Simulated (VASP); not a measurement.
Computed with PBE GGA, VASP's PBE PAW potentials (set 64) (plane waves; VASP).

Input for VASP

File KPOINTS:
```
Automatic mesh
0
Gamma
8 8 8
0 0 0
```

### POSCAR
```
CuZn
1
    2.9500000000     0.0000000000     0.0000000000
    0.0000000000     2.9500000000     0.0000000000
    0.0000000000     0.0000000000     2.9500000000
Zn Cu
1 1
Direct
  0.4934140000   0.4983210000   0.4852210000
  0.0065860000   0.0016790000   0.0147790000
```

**INCAR**
```
PREC  =  Accurate
IBRION  =  8   # DFPT with symmetry
LWAVE  =  .False.
LMAXMIX  =  4   # l cut-off of mixed one-centre charges
ALGO  =  Normal   # blocked Davidson
LASPH  =  .True.   # aspherical one-centre terms
ISMEAR  =  1
LCHARG  =  .False.
SIGMA  =  0.136   # width (eV)
EDIFF  =  1E-8   # SCF stop (eV)
ISIF  =  2
GGA  =  PE
LEPSILON  =  .False.
NELM  =  100   # most electronic steps
ENCUT  =  300   # plane-wave cut-off (eV)
LREAL  =  .False.   # projection in real space or not
SYSTEM  =  CuZn
NSW  =  1   # most ionic steps
```

POTCAR, in this order: Zn Cu (PBE.64 set). Program: vasp_std.

Output of the run:

### OSZICAR
```
...
 Linear response progress:
  Degree of freedom:   2/  6
       N       E                     dE             d eps       ncg     rms          rms(c)
RMM:   1    -0.203571008733E+00   -0.20357E+00    0.24811E-02 11058   0.289E+00
RMM:   2    -0.204444230214E+00   -0.87322E-03   -0.10527E-02 10405   0.108E+00    0.442E-02
RMM:   3    -0.204604393254E+00   -0.16016E-03   -0.17170E-03 11749   0.291E-01    0.256E-02
RMM:   4    -0.204409655559E+00    0.19474E-03   -0.56033E-05 12684   0.696E-02    0.668E-03
RMM:   5    -0.204364525457E+00    0.45130E-04   -0.31463E-06 11835   0.212E-02    0.206E-03
RMM:   6    -0.204365406138E+00   -0.88068E-06   -0.46377E-07 11375   0.987E-03    0.117E-03
RMM:   7    -0.204369781511E+00   -0.43754E-05   -0.11116E-07 12998   0.382E-03    0.346E-04
RMM:   8    -0.204370919583E+00   -0.11381E-05   -0.10346E-08 12630   0.103E-03    0.971E-05
RMM:   9    -0.204370258856E+00    0.66073E-06   -0.54302E-09 11877   0.375E-04    0.467E-05
RMM:  10    -0.204370237483E+00    0.21373E-07   -0.46745E-09 12459   0.230E-04    0.505E-06
RMM:  11    -0.204370254088E+00   -0.16605E-07   -0.35703E-09 13185   0.140E-04    0.336E-06
RMM:  12    -0.204370223248E+00    0.30840E-07   -0.37661E-09 12237   0.123E-04    0.186E-06
RMM:  13    -0.204370222127E+00    0.11208E-08   -0.33962E-09 11438   0.119E-04    0.795E-07
 Linear response progress:
  Degree of freedom:   3/  6
       N       E                     dE             d eps       ncg     rms          rms(c)
RMM:   1    -0.203535016812E+00   -0.20354E+00    0.24792E-02 11117   0.289E+00
RMM:   2    -0.204430456055E+00   -0.89544E-03   -0.10308E-02 10392   0.106E+00    0.449E-02
RMM:   3    -0.204592304283E+00   -0.16185E-03   -0.16982E-03 11616   0.289E-01    0.270E-02
RMM:   4    -0.204412339952E+00    0.17996E-03   -0.55196E-05 11296   0.849E-02    0.102E-02
RMM:   5    -0.204355282840E+00    0.57057E-04   -0.12871E-05 11093   0.510E-02    0.431E-03
RMM:   6    -0.204351440146E+00    0.38427E-05   -0.42728E-06 12438   0.226E-02    0.186E-03
RMM:   7    -0.204351210835E+00    0.22931E-06   -0.76734E-07 13095   0.627E-03    0.222E-03
RMM:   8    -0.204356565559E+00   -0.53547E-05   -0.35247E-08 11722   0.205E-03    0.189E-03
RMM:   9    -0.204358094750E+00   -0.15292E-05   -0.26062E-08 13337   0.135E-03    0.155E-03
RMM:  10    -0.204357936005E+00    0.15875E-06   -0.49123E-09 12543   0.421E-04    0.143E-03
RMM:  11    -0.204358380895E+00   -0.44489E-06   -0.53058E-09 12674   0.508E-04    0.119E-03
RMM:  12    -0.204358560333E+00   -0.17944E-06   -0.54169E-09 13161   0.447E-04    0.991E-04
RMM:  13    -0.204358723810E+00   -0.16348E-06   -0.61560E-09 13664   0.504E-04    0.753E-04
RMM:  14    -0.204359092164E+00   -0.36835E-06   -0.10995E-08 15544   0.792E-04    0.345E-04
RMM:  15    -0.204359287762E+00   -0.19560E-06   -0.56605E-09 14187   0.458E-04    0.135E-04
RMM:  16    -0.204359433247E+00   -0.14549E-06   -0.46004E-09 13175   0.285E-04    0.317E-05
RMM:  17    -0.204359467391E+00   -0.34144E-07   -0.45800E-09 13134   0.147E-04    0.128E-05
RMM:  18    -0.204359475771E+00   -0.83800E-08   -0.45530E-09 13553   0.116E-04    0.580E-06
 Linear response progress:
  Degree of freedom:   4/  6
       N       E                     dE             d eps       ncg     rms          rms(c)
RMM:   1    -0.240448676117E+00   -0.24045E+00   -0.12494E-01 11574   0.425E+00
RMM:   2    -0.239387121077E+00    0.10616E-02   -0.62435E-03 10950   0.107E+00    0.107E-01
RMM:   3    -0.239306616909E+00    0.80504E-04   -0.53907E-04 11535   0.261E-01    0.672E-02
RMM:   4    -0.239464502676E+00   -0.15789E-03   -0.29876E-04 11998   0.154E-01    0.144E-02
RMM:   5    -0.239448853789E+00    0.15649E-04   -0.16315E-05 10560   0.459E-02    0.846E-03
RMM:   6    -0.239430319326E+00    0.18534E-04   -0.52056E-06 11564   0.205E-02    0.414E-03
RMM:   7    -0.239428764769E+00    0.15546E-05   -0.83243E-07 11106   0.978E-03    0.849E-04
RMM:   8    -0.239425979791E+00    0.27850E-05   -0.17597E-07 12308   0.346E-03    0.335E-04
RMM:   9    -0.239421691603E+00    0.42882E-05   -0.13692E-08 12753   0.980E-04    0.105E-04
RMM:  10    -0.239420796916E+00    0.89469E-06   -0.82996E-09 12614   0.418E-04    0.210E-05
RMM:  11    -0.239420636890E+00    0.16003E-06   -0.85930E-09 12913   0.210E-04    0.109E-05
RMM:  12    -0.239420707626E+00   -0.70736E-07   -0.80916E-09 11835   0.146E-04    0.226E-06
RMM:  13    -0.239420733524E+00   -0.25898E-07   -0.82996E-09 13125   0.130E-04    0.126E-06
RMM:  14    -0.239420744114E+00   -0.10590E-07   -0.83188E-09 12241   0.127E-04    0.825E-07
RMM:  15    -0.239420748736E+00   -0.46224E-08   -0.83091E-09 12014   0.127E-04    0.904E-08
 Linear response progress:
  Degree of freedom:   5/  6
       N       E                     dE             d eps       ncg     rms          rms(c)
RMM:   1    -0.240458187138E+00   -0.24046E+00   -0.12498E-01 11568   0.425E+00
RMM:   2    -0.239387436560E+00    0.10708E-02   -0.62777E-03 10952   0.107E+00    0.107E-01
RMM:   3    -0.239305984183E+00    0.81452E-04   -0.53669E-04 11516   0.260E-01    0.671E-02
RMM:   4    -0.239467021291E+00   -0.16104E-03   -0.31312E-04 12042   0.152E-01    0.132E-02
RMM:   5    -0.239446446646E+00    0.20575E-04   -0.16748E-05 11921   0.379E-02    0.782E-03
RMM:   6    -0.239424884256E+00    0.21562E-04   -0.28770E-06 11560   0.176E-02    0.326E-03
RMM:   7    -0.239423877242E+00    0.10070E-05   -0.58921E-07 10718   0.102E-02    0.810E-04
RMM:   8    -0.239422960647E+00    0.91660E-06   -0.14939E-07 12926   0.316E-03    0.204E-04
RMM:   9    -0.239421834502E+00    0.11261E-05   -0.11147E-08 11085   0.969E-04    0.835E-05
RMM:  10    -0.239420371996E+00    0.14625E-05   -0.81953E-09 12948   0.444E-04    0.433E-05
RMM:  11    -0.239420239011E+00    0.13299E-06   -0.79677E-09 11362   0.226E-04    0.148E-05
RMM:  12    -0.239420086735E+00    0.15228E-06   -0.80632E-09 13018   0.163E-04    0.393E-06
RMM:  13    -0.239420088903E+00   -0.21683E-08   -0.82223E-09 12590   0.133E-04    0.796E-07
 Linear response progress:
  Degree of freedom:   6/  6
       N       E                     dE             d eps       ncg     rms          rms(c)
RMM:   1    -0.240467640849E+00   -0.24047E+00   -0.12528E-01 11572   0.424E+00
RMM:   2    -0.239392281442E+00    0.10754E-02   -0.61756E-03 10932   0.106E+00    0.108E-01
RMM:   3    -0.239314377680E+00    0.77904E-04   -0.54272E-04 11509   0.262E-01    0.674E-02
RMM:   4    -0.239463828831E+00   -0.14945E-03   -0.27360E-04 11884   0.162E-01    0.179E-02
RMM:   5    -0.239458685508E+00    0.51433E-05   -0.22366E-05 10025   0.641E-02    0.838E-03
RMM:   6    -0.239442400393E+00    0.16285E-04   -0.79120E-06 11769   0.230E-02    0.395E-03
RMM:   7    -0.239439590551E+00    0.28098E-05   -0.49475E-07 12141   0.719E-03    0.111E-03
RMM:   8    -0.239436068587E+00    0.35220E-05   -0.46554E-08 11316   0.252E-03    0.430E-04
RMM:   9    -0.239430911468E+00    0.51571E-05   -0.78071E-09 12213   0.963E-04    0.799E-05
RMM:  10    -0.239430287705E+00    0.62376E-06   -0.65886E-09 11762   0.427E-04    0.234E-05
RMM:  11    -0.239430077684E+00    0.21002E-06   -0.64925E-09 11194   0.216E-04    0.151E-05
RMM:  12    -0.239429905120E+00    0.17256E-06   -0.64159E-09 12171   0.161E-04    0.361E-06
RMM:  13    -0.239429935458E+00   -0.30338E-07   -0.62311E-09 12322   0.132E-04    0.302E-06
RMM:  14    -0.239429962185E+00   -0.26727E-07   -0.62862E-09 11910   0.120E-04    0.982E-07
RMM:  15    -0.239429963666E+00   -0.14805E-08   -0.63043E-09 11314   0.117E-04    0.287E-07
 Linear response finished
```

### OUTCAR
```
------------------------ aborting loop because EDIFF is reached ----------------------------------------

   1 f  =    6.184800 THz    38.860243 2PiTHz  206.302715 cm-1    25.578265 meV
             X         Y         Z           dx          dy          dz
      1.455571  1.470047  1.431402    -0.559808   -0.267661   -0.327701
      0.019429  0.004953  0.043598     0.570239    0.271946    0.329329

   2 f  =    6.132662 THz    38.532650 2PiTHz  204.563576 cm-1    25.362640 meV
             X         Y         Z           dx          dy          dz
      1.455571  1.470047  1.431402     0.270874   -0.642358    0.061342
      0.019429  0.004953  0.043598    -0.277336    0.655389   -0.061571

   3 f  =    5.959181 THz    37.442641 2PiTHz  198.776897 cm-1    24.645183 meV
             X         Y         Z           dx          dy          dz
      1.455571  1.470047  1.431402    -0.321944   -0.077893    0.622155
      0.019429  0.004953  0.043598     0.327881    0.078598   -0.624119

   4 f/i=    0.009657 THz     0.060679 2PiTHz    0.322136 cm-1     0.039940 meV
             X         Y         Z           dx          dy          dz
      1.455571  1.470047  1.431402    -0.514051   -0.493994   -0.021076
      0.019429  0.004953  0.043598    -0.505160   -0.485451   -0.020711

   5 f/i=    0.020813 THz     0.130773 2PiTHz    0.694252 cm-1     0.086076 meV
             X         Y         Z           dx          dy          dz
      1.455571  1.470047  1.431402     0.495316   -0.514688   -0.017314
      0.019429  0.004953  0.043598     0.484983   -0.503939   -0.017204

   6 f/i=    0.032354 THz     0.203288 2PiTHz    1.079220 cm-1     0.133806 meV
             X         Y         Z           dx          dy          dz
      1.455571  1.470047  1.431402     0.002860    0.027084   -0.707834
      0.019429  0.004953  0.043598     0.003338    0.026762   -0.705339

 ELASTIC MODULI CONTR FROM IONIC RELAXATION (kBar)
 Direction    XX          YY          ZZ          XY          YZ          ZX
 --------------------------------------------------------------------------------
 XX         -56.3853    -55.9960    -15.5171     -1.9905     -8.6766    -18.0728
 YY         -55.9960    -65.5715    -24.7356     -1.9678     -4.4772    -34.7378
 ZZ         -15.5171    -24.7356    -14.9892     -3.9918     -5.6516    -22.2964
 XY          -1.9905     -1.9678     -3.9918     -6.0629    -12.7014     -3.4096
 YZ          -8.6766     -4.4772     -5.6516    -12.7014    -28.6775     -1.5670
 ZX         -18.0728    -34.7378    -22.2964     -3.4096     -1.5670    -35.3860
 --------------------------------------------------------------------------------
```
(Selected blocks of OUTCAR.)

At this cut-off the stress carries a Pulay error, which pulls relaxed volumes low.

The structure is a typed CuZn crystal. The cell was not relaxed at this level, atoms are displaced from their ideal sites. The run is one of a series of settings (EDIFF = 1E-8, IBRION = 8, LEPSILON = .FALSE., NSW = 1 against the base run), some of them coarse on purpose. The electron count is odd and the run is not spin-polarised, which forces a metal.
